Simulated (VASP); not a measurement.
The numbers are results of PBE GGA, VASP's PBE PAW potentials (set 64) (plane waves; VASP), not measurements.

VASP ran on this input.

### INCAR
```
# general
SYSTEM  = SrTe
PREC    = Accurate
ENCUT   = 400   # plane-wave cut-off (eV)
LREAL   = F
LASPH   = T   # aspherical one-centre terms

# electronic loop
EDIFF   = 1E-6
NELM    = 100   # most electronic steps
ALGO    = Normal
LMAXMIX = 4   # l cut-off of mixed one-centre charges

# smearing
ISMEAR  = 0
SIGMA   = 0.02   # width (eV)

# functional
GGA     = PE   # PBE

# ions
ISIF    = 2   # forces and stress, cell fixed

# output
LWAVE   = F
LCHARG  = F
```

### POSCAR
```
SrTe
1
    0.0000000000     3.3300000000     3.3300000000
    3.3300000000     0.0000000000     3.3300000000
    3.3300000000     3.3300000000     0.0000000000
Sr Te
1 1
Direct
  0.0000000000   0.0000000000   0.0000000000
  0.5000000000   0.5000000000   0.5000000000
```

**KPOINTS**
```
Automatic mesh
0
Gamma
6 6 6
0 0 0
```

POTCAR, in this order: Sr_sv Te (PBE.64 set). Program: vasp_std.

Unless said otherwise, spin-orbit coupling is left out, though it shifts the bands of the heavy elements here.

Task: Predict the energy per atom (σ→0), band gap (on the k-mesh).

Result: 
The energy per atom (σ→0) is -4.130 eV/atom. The band gap (on the k-mesh) comes out as 1.69 eV.

### OSZICAR
```
...
DAV:   6    -0.825532611028E+01    0.96124E-01   -0.18875E-01   472   0.252E+00    0.923E+00
DAV:   7    -0.825965615242E+01   -0.43300E-02   -0.21606E-01   520   0.305E+00    0.910E-01
DAV:   8    -0.825899113246E+01    0.66502E-03   -0.26634E-02   464   0.806E-01    0.283E-01
DAV:   9    -0.825925380833E+01   -0.26268E-03   -0.91887E-04   500   0.245E-01    0.881E-02
DAV:  10    -0.825944331237E+01   -0.18950E-03   -0.15493E-04   460   0.867E-02    0.208E-02
DAV:  11    -0.825946843971E+01   -0.25127E-04   -0.29328E-05   496   0.370E-02    0.261E-02
DAV:  12    -0.825946890438E+01   -0.46466E-06   -0.19432E-06   512   0.791E-03
   1 F= -.82594689E+01 E0= -.82594689E+01  d E =-.242143E-25
```

The compound is SrTe in the rock salt structure. The cell was not relaxed at this level. The run is one of a series of settings (SIGMA = 0.02 against the base run), some of them coarse on purpose.
